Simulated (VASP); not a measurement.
Input:

```xyz
1
Lattice="0.0000 3.0172 3.0172 3.0172 0.0000 3.0172 3.0172 3.0172 0.0000" Properties=species:S:1:pos:R:3 pbc="T T T"
Sr     0.0000     0.0000     0.0000
```

The numbers are results of TPSS meta-GGA, VASP's PBE PAW potentials (set 64) (plane waves; VASP 6.6.1), not measurements. Settings: 520 eV cut-off, 12×12×12 Γ-centred mesh, tetrahedra with Blöchl corrections, potentials Sr_sv.

### Question
Give the energies of bands 5 to 8 at the high-symmetry points, in eV from the Fermi level.

### Answer

```json
[
 {"band": "5", "Γ": "-3.63", "X": "-0.64", "U": "-0.11", "L": "-1.09", "W": "0.04"},
 {"band": "6", "Γ": "2.40", "X": "0.36", "U": "0.24", "L": "0.01", "W": "0.62"},
 {"band": "7", "Γ": "2.40", "X": "1.01", "U": "0.81", "L": "2.24", "W": "0.62"},
 {"band": "8", "Γ": "2.40", "X": "4.98", "U": "3.48", "L": "2.24", "W": "2.33"}
]
```

It has no gap at this level: it comes out as a metal or semimetal.

The compound is Sr in the fcc structure. It was relaxed first.
